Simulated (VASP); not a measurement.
# SrMg6Ni (Amm2) in VASP: a series of runs, part 3 of 3

VASP 6.6.1. Earlier steps stand in the parts before.

## (5) Optical spectrum, revPBE+U, collinear spin, ferromagnetic start

INCAR

```
SYSTEM = SrMg6Ni
PREC     = High           ! precision mode
ENCUT    = 520            ! plane-wave cutoff, eV
EDIFF    = 1E-7           ! SCF threshold, eV
ISMEAR   = 0              ! smearing method
SIGMA    = 0.05           ! smearing width, eV
LREAL    = .False.        ! projectors in reciprocal space
LASPH    = .True.         ! aspherical terms in the spheres
NELM     = 150            ! most SCF steps
ALGO     = Fast           ! electronic algorithm
ISIF     = 2              ! what is computed and relaxed
LWAVE    = .False.        ! write WAVECAR
LCHARG   = .False.        ! write CHGCAR
ISPIN    = 2              ! spin polarisation
MAGMOM   = 0 1 0 0 0 0 0 0 ! initial moments
LORBIT   = 11             ! projections on sites
LMAXMIX  = 4              ! l up to which the mixer works
LDAU     = .True.         ! DFT+U
LDAUTYPE = 2            
LDAUL    = -1 2 -1        ! shell
LDAUU    = 0 6.2 0        ! U, eV
LDAUJ    = 0 0 0        
LDAUPRINT= 1            
GGA      = RE             ! functional
LOPTICS  = .True.         ! frequency-dependent dielectric function
NBANDS   = 40             ! bands
NEDOS    = 2000           ! points of the DOS
CSHIFT   = 0.1          
ISYM     = 1
```

KPOINTS

```
Automatic mesh
0
Gamma
  6 5 5
  0 0 0
```

POSCAR

```
SrMg6Ni
4.4852
    1.000010701864      0.000000000000      0.000000000000
    0.000000000000      0.697443815214      1.587175153839
    0.000000000000     -0.697443815214      1.587175153839
Sr Ni Mg
1 1 6
Direct
    0.5000000000      0.7182430000      0.7182430000
    0.0000000000      0.8957990000      0.8957990000
    0.5000000000      0.1335570000      0.1335570000
    0.5000000000      0.1652130000      0.6793490000
    0.5000000000      0.6793490000      0.1652130000
    0.0000000000      0.3051920000      0.3051920000
    0.0000000000      0.3049440000      0.7977040000
    0.0000000000      0.7977040000      0.3049440000
```

Potentials or basis: VASP PAW PBE potentials, release 64 (Sr_sv, Ni, Mg).

Launch:

```console
cat potpaw_PBE.64/Sr_sv/POTCAR potpaw_PBE.64/Ni/POTCAR potpaw_PBE.64/Mg/POTCAR > POTCAR
mpirun -np 1 vasp_std > vasp.out
```

OUTCAR:

```text
SYSTEM = SrMg6Ni
   PREC = High
   ENCUT = 520
   EDIFF = 1E-7
   ISMEAR = 0
   LREAL = .False.
   LASPH = .True.
   NELM = 150
   ISIF = 2
   ISPIN = 2
   LORBIT = 11
   GGA = RE
   ISYM = 1

 ion  position               nearest neighbor table
   1  0.500  0.718  0.718-   4 3.28   5 3.28   3 3.35   3 3.35   2 3.38   2 3.38   8 3.61   7 3.61
                             7 3.61   8 3.61   6 4.04   6 4.04   6 4.04   6 4.04
   2  0.000  0.896  0.896-   7 2.72   8 2.72   4 2.74   5 2.74   4 2.74   5 2.74   1 3.38   1 3.38

   3  0.500  0.134  0.134-   7 2.99   8 2.99   7 2.99   8 2.99   6 3.32   6 3.32   1 3.35   1 3.35
                             4 3.37   5 3.37
   4  0.500  0.165  0.679-   2 2.74   2 2.74   7 2.90   7 2.90   5 3.04   5 3.22   6 3.22   6 3.22
                             1 3.28   3 3.37
   5  0.500  0.679  0.165-   2 2.74   2 2.74   8 2.90   8 2.90   4 3.04   4 3.22   6 3.22   6 3.22
                             1 3.28   3 3.37
   6  0.000  0.305  0.305-   4 3.22   5 3.22   4 3.22   5 3.22   3 3.32   3 3.32   1 4.04   1 4.04
                             1 4.04   1 4.04
   7  0.000  0.305  0.798-   2 2.72   4 2.90   4 2.90   3 2.99   3 2.99   8 3.08   8 3.17   1 3.61
                             1 3.61
   8  0.000  0.798  0.305-   2 2.72   5 2.90   5 2.90   3 2.99   3 2.99   7 3.08   7 3.17   1 3.61
                             1 3.61

  LATTYP: Found a base centered orthorhombic cell.
 ALAT       =     6.2563500000
 B/A-ratio  =     2.2757032455
 C/A-ratio  =     0.7169112981

  Lattice vectors:

 A1 = (   0.0000000000,   3.1281750000,  -7.1187980000)
 A2 = (   0.0000000000,   3.1281750000,   7.1187980000)
 A3 = (   4.4852480000,   0.0000000000,   0.0000000000)

Analysis of symmetry for initial positions (statically):
[... 1795 lines left out ...]
     1.10317    13.35236    32.09556    51.01791     0.00000     0.00000     0.00000
     1.65476     7.61946    16.74551    17.55866     0.00000     0.00000     0.00000
     2.20635     6.36192    11.17218     8.82961     0.00000     0.00000     0.00000
     2.75793     2.92296     6.47085     5.92557     0.00000     0.00000     0.00000
[... 92 lines left out ...]
    54.05549     0.00014     0.00017     0.00017     0.00000     0.00000     0.00000
    54.60708     0.00014     0.00017     0.00016     0.00000     0.00000     0.00000

  frequency dependent      REAL DIELECTRIC FUNCTION (independent particle, no local field effects) density-density
     E(ev)        X           Y           Z          XY          YZ          ZX
  --------------------------------------------------------------------------------------------------------------
     0.00000   214.29153   219.52641   110.53278     0.00000     0.00000     0.00000
     0.55159    -6.79779   -14.11545    26.03010     0.00000     0.00000     0.00000
     1.10317   -11.00464   -16.74106   -14.84603     0.00000     0.00000     0.00000
     1.65476    -3.48777    -6.09044   -12.45652     0.00000     0.00000     0.00000
     2.20635    -3.47227    -8.89802    -9.04332     0.00000     0.00000     0.00000
     2.75793    -2.18442    -6.99813    -5.63630     0.00000     0.00000     0.00000
[... 92 lines left out ...]
    54.05549     0.96538     0.95632     0.95724     0.00000     0.00000     0.00000
    54.60708     0.96615     0.95726     0.95816     0.00000     0.00000     0.00000

  frequency dependent IMAGINARY DIELECTRIC FUNCTION (independent particle, no local field effects) current-current
     E(ev)      X         Y         Z        XY        YZ        ZX
  --------------------------------------------------------------------------------------------------------------
     0.00000  1073.95471  1465.13065   760.92851     0.00000     0.00000     0.00000
     0.55159    56.49277    93.16307    78.49161     0.00000     0.00000     0.00000
     1.10317    11.03437    28.53641    47.55730     0.00000     0.00000     0.00000
     1.65476     7.05353    15.85980    15.84112     0.00000     0.00000     0.00000
     2.20635     5.94135    10.24421     7.89140     0.00000     0.00000     0.00000
     2.75793     2.68938     5.87847     5.43545     0.00000     0.00000     0.00000
[... 92 lines left out ...]
    54.05549     0.00001     0.00001     0.00001     0.00000     0.00000     0.00000
    54.60708     0.00001     0.00001     0.00001     0.00000     0.00000     0.00000

  frequency dependent      REAL DIELECTRIC FUNCTION (independent particle, no local field effects) current-current
     E(ev)        X           Y           Z          XY          YZ          ZX
  --------------------------------------------------------------------------------------------------------------
     0.00000   -24.22392    93.47756    72.28915     0.00000     0.00000     0.00000
     0.55159   -21.92340   -44.44682     1.76735     0.00000     0.00000     0.00000
     1.10317   -11.43670   -20.79533   -23.45823     0.00000     0.00000     0.00000
     1.65476    -3.57251    -7.34658   -14.16165     0.00000     0.00000     0.00000
     2.20635    -3.58465    -9.46820    -9.60609     0.00000     0.00000     0.00000
     2.75793    -2.09326    -7.18934    -5.92566     0.00000     0.00000     0.00000
[... 92 lines left out ...]
    54.05549     0.96616     0.95702     0.95758     0.00000     0.00000     0.00000
    54.60708     0.96690     0.95795     0.95850     0.00000     0.00000     0.00000

 total charge

# of ion       s       p       d       tot
------------------------------------------
    1        2.033   5.778   0.203   8.014
    2        0.410   0.205   8.762   9.378
    3        0.240   0.119   0.009   0.367
    4        0.223   0.124   0.013   0.361
    5        0.223   0.124   0.013   0.361
    6        0.193   0.095   0.007   0.296
    7        0.230   0.124   0.011   0.365
    8        0.230   0.124   0.011   0.365
--------------------------------------------------
tot          3.782   6.693   9.030  19.506

 magnetization (x)

# of ion       s       p       d       tot
------------------------------------------
    1        0.000   0.000   0.000   0.000
    2        0.000   0.000  -0.000  -0.000
    3        0.000   0.000   0.000   0.000
    4        0.000   0.000   0.000   0.000
    5        0.000   0.000   0.000   0.000
    6       -0.000   0.000   0.000   0.000
    7        0.000   0.000   0.000   0.000
    8        0.000   0.000   0.000   0.000
--------------------------------------------------
tot          0.000   0.000  -0.000  -0.000
```

stdout:

```text
POSCAR found type information on POSCAR SrNiMg
 POSCAR found :  3 types and       8 ions
 scaLAPACK will be used
 -----------------------------------------------------------------------------
|                                                                             |
[... 33 lines left out ...]
 num prob  num prob  num prob  num prob  num prob  num prob  num prob  num prob  num prob  num prob  num prob  num prob  num prob  num prob  num prob  num prob  num prob  num prob  num prob  num prob  num prob RMM:  20    -0.104233216747E+02   -0.26576E-07   -0.18442E-07  6492   0.116E-03
 optical routines
 imaginary and real dielectric function
 recalculating local potential from charge density
 direction            1
 direction            2
 direction            3
```

It took 8.1 min on 1 thread of Intel Xeon 6975P-C (Granite Rapids), shared host; peak memory 1 GiB.

What came out:

| Property | Result |
| --- | --- |
| Free energy | -10.4233 eV |
| Pressure | 0.6 GPa |
| Largest force | 0.084 eV/Å |
| Band gap on the k mesh | none (metal or under the smearing width) |
| Net moment | 0.00 μB per cell |
| Valence electrons inside the program's atomic spheres | Sr 8.01; Ni 9.38; Mg 0.37, 0.36, 0.30 |

Forces on the atoms (eV/Å):
```
Sr   0.000  0.000 -0.067
Ni   0.000  0.000  0.084
Mg   0.000  0.000  0.007
Mg   0.000 -0.037  0.034
Mg   0.000  0.037  0.034
Mg   0.000  0.000 -0.002
Mg   0.000  0.051 -0.046
Mg   0.000 -0.051 -0.046
```

Dielectric function (mean over the directions given):
| energy (eV) | real part | imaginary part |
| --- | --- | --- |
| 0.33 | 59.13 | 117.58 |
| 0.99 | -11.13 | 35.14 |
| 1.65 | -7.34 | 13.97 |
| 2.32 | -7.05 | 7.92 |
| 2.98 | -4.43 | 4.19 |
| 3.64 | -2.96 | 2.78 |
| 4.39 | -1.99 | 1.87 |
| 5.05 | -1.44 | 1.52 |
| 5.71 | -1.12 | 1.07 |
| 6.37 | -0.83 | 0.84 |
| 7.03 | -0.46 | 0.56 |
| 7.69 | -0.22 | 0.47 |
| 8.44 | -0.05 | 0.41 |
| 9.10 | 0.05 | 0.31 |
| 9.76 | 0.16 | 0.24 |
| 10.43 | 0.23 | 0.17 |
| 11.09 | 0.34 | 0.09 |
| 11.75 | 0.44 | 0.05 |
| 12.49 | 0.55 | 0.02 |
| 13.16 | 0.63 | 0.01 |
| 13.82 | 0.69 | 0.01 |
| 14.48 | 0.75 | 0.01 |
| 15.14 | 0.80 | 0.01 |
| 15.80 | 0.85 | 0.01 |
| 16.55 | 0.91 | 0.01 |
| 17.21 | 0.99 | 0.02 |
| 17.87 | 1.13 | 0.12 |
| 18.53 | 1.06 | 0.19 |
| 19.20 | 1.05 | 0.24 |
| 19.94 | 0.94 | 0.34 |

Eigenvalues of the final occupation matrices:
| site | spin | trace | eigenvalues |
| --- | --- | --- | --- |
| site 2 d | 1 | 4.40 | 0.87 0.87 0.87 0.89 0.89 |
| site 2 d | 2 | 4.40 | 0.87 0.87 0.87 0.89 0.89 |

Caveat: spectra need much finer meshes, so this one isn't converged; independent-particle spectra lack excitons; the intraband (Drude) part of a metal's response may be missing; the PAW data sets were made with another functional, which shifts forces and pressure a little; the U is typed as a test and isn't derived for this compound.

## (6) The runs side by side

| task | level | potentials or basis | U | cell | cutoff (eV) | smearing | other keys | gap on the mesh (eV) | pressure (GPa) | moment (μB) | largest force (eV/Å) |
| --- | --- | --- | --- | --- | --- | --- | --- | --- | --- | --- | --- |
| electric field gradients | LDA+U | VASP PAW LDA potentials, release 64 (Sr_sv_GW, Ni_sv_GW, Mg_sv_GW) | Ni d U = 5.3 eV | as given | 600 | methfessel-paxton 0.1 eV | - | none | -3.2 | 0.00 | 0.21 |
| band structure | PBEsol+U | VASP PAW PBE potentials, release 64 (Sr_sv, Ni, Mg) | Ni d U = 4.5 eV | volume scaled by 0.88 | 520 | fermi-dirac 0.05 eV | - | - | - | 0.00 | - |
| hyperfine couplings | LDA | VASP PAW LDA potentials, release 64 (Sr_sv, Ni, Mg) | - | as given | 520 | fermi-dirac 0.02 eV | - | none | -2.9 | 0.00 | 0.21 |
| optical spectrum | revPBE+U | VASP PAW PBE potentials, release 64 (Sr_sv, Ni, Mg) | Ni d U = 6.2 eV | as given | 520 | gaussian 0.05 eV | ISYM = 1; PREC = High | none | 0.6 | 0.00 | 0.08 |

Alike in all rows: spin collinear, ferromagnetic start; k mesh 6 × 5 × 5.

Caveats: the U is typed as a test and isn't derived for this compound (some runs); the PAW data sets were made with another functional, which shifts forces and pressure a little (some runs); spectra need much finer meshes, so this one isn't converged (some runs); independent-particle spectra lack excitons (some runs); the intraband (Drude) part of a metal's response may be missing (some runs).

Total energies depend on the potentials used, so only differences within one code and one set of settings carry meaning.
